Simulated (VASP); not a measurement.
An input for Quantum ESPRESSO's pw.x (written as the equivalent of a VASP run, and not itself run):

```
&CONTROL
  calculation = 'scf'
  pseudo_dir = './pseudo'
  outdir = './out'
  tprnfor = .true.
  tstress = .true.
/
&SYSTEM
  ibrav = 0
  nat = 2
  ntyp = 2
  ecutwfc = 84
  occupations = 'smearing'
  smearing = 'gaussian'
  degauss = 0.003675
  input_dft = 'revpbe'
/
&ELECTRONS
  conv_thr = 7.3e-09
  electron_maxstep = 100
/
ATOMIC_SPECIES
  Ba 137.327 Ba.upf
  O 15.999 O.upf
CELL_PARAMETERS angstrom
     0.0000000    2.8021938    2.8021938
     2.8021938    0.0000000    2.8021938
     2.8021938    2.8021938    0.0000000
ATOMIC_POSITIONS crystal
  Ba   0.0000000  0.0000000  0.0000000
  O    0.5000000  0.5000000  0.5000000
K_POINTS automatic
  8 8 8 0 0 0
```

Task: Translate this input to VASP (INCAR, KPOINTS, POSCAR, choice of POTCAR).

Result: Several could match; the one computed here: 
**INCAR**
```
ALGO=Normal
EDIFF=1E-7
ENCUT=520
GGA=RE
ISIF=2
ISMEAR=0
LASPH=T
LCHARG=F
LMAXMIX=4
LREAL=F
LWAVE=F
NELM=100
PREC=Accurate
SIGMA=0.05
SYSTEM=BaO
```

File POSCAR:
```
BaO
1.0
  0.0000000000   2.8021937677   2.8021937677
  2.8021937677   0.0000000000   2.8021937677
  2.8021937677   2.8021937677   0.0000000000
Ba O
1 1
Direct
  0.0000000000   0.0000000000   0.0000000000
  0.5000000000   0.5000000000   0.5000000000
```

**KPOINTS**
```
Automatic mesh
0
Gamma
8 8 8
0 0 0
```

POTCAR, in this order: Ba_sv O (PBE.64 set). Program: vasp_std.

The two are equivalent in intent, not identical: the potentials are each code's own (VASP's PAW set, PseudoDojo norm-conserving files in pw.x), so ENCUT and ecutwfc are chosen apart and not converted; conv_thr bounds pw.x's estimated SCF error, while EDIFF bounds the energy change between steps.

The compound is BaO in the rock salt structure. This cell is one point of a volume scan, at 0.97 of the reference volume.
